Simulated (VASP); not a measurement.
```yaml
crystal:
  lattice:
    - [3.06106, 0.00000, 0.00000]
    - [-1.53053, 2.65095, 0.00000]
    - [0.00000, 0.00000, 8.07315]
  atoms:
    - { symbol: W, position: [0.33333, 0.66667, 0.03624] }
    - { symbol: W, position: [0.66667, 0.33333, 0.53624] }
    - { symbol: P, position: [0.33333, 0.66667, 0.33876] }
    - { symbol: P, position: [0.66667, 0.33333, 0.83876] }
```

The numbers are results of r2SCAN meta-GGA, VASP's PBE PAW potentials (set 64) (plane waves; VASP 6.6.1), not measurements. Numerical set-up: 400 eV cut-off, 13×13×5 Γ-centred mesh, tetrahedra with Blöchl corrections, potentials W_sv P.

The cores are frozen, which limits the accuracy of field gradients.

Give the principal components of the electric field gradient (V/Å²) and the asymmetry η at each nucleus.

| atom | Vxx | Vyy | Vzz | η |
|---|---|---|---|---|
| W1 | 70.9 | 70.9 | -141.8 | 0.00 |
| W2 | 70.9 | 70.9 | -141.8 | 0.00 |
| P3 | 24.8 | 24.8 | -49.5 | 0.00 |
| P4 | 24.8 | 24.8 | -49.5 | 0.00 |

The structure was generated: WP was put into the wurtzite type (P6_3mc), which need not be its known phase. It was relaxed first, which changed the volume by -45 %.
